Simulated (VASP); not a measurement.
Input:

```xyz
3
Lattice="1.8985 -3.2882 0.0000 1.8985 3.2882 0.0000 0.0000 0.0000 5.4589" Properties=species:S:1:pos:R:3 pbc="T T T"
Pt     0.0000     0.0000     0.0000
Se     1.8985     1.0961     1.3155
Se     1.8985    -1.0961     4.1434
```

These are TPSS meta-GGA, VASP's PBE PAW potentials (set 64) (plane waves; VASP 6.6.1) values and carry that method's errors. Numerical set-up: 520 eV cut-off, 7×7×4 Γ-centred mesh, Gaussian smearing of 0.050 eV, potentials Pt Se.

Without a dispersion term in the relaxation, distances and binding between the weakly bound layers, chains or molecules are unreliable, and so is what depends on them.

Q: The ions and cell shape at fixed volume are relaxed. Predict the relaxed structure.

A: 
```xyz
3
Lattice="1.8712 -3.2409 0.0000 1.8712 3.2409 0.0000 0.0000 0.0000 5.6194" Properties=species:S:1:pos:R:3 pbc="T T T"
Pt     1.8712     3.2409     0.0000
Se     1.8712     1.0803     1.3104
Se     1.8712    -1.0803     4.3090
```
Space group P-3m1 (164), at a tolerance of 0.03 Å.

Q: How much energy does the relaxation gain?

A: The energy (σ→0) changes by -7.4 meV/atom, in 8 ionic steps.

The compound is PtSe2 in the 1T layered structure. This cell is one point of a volume scan, at 1.03 of the reference volume. Symmetry was kept, so distortions that lower it aren't found.
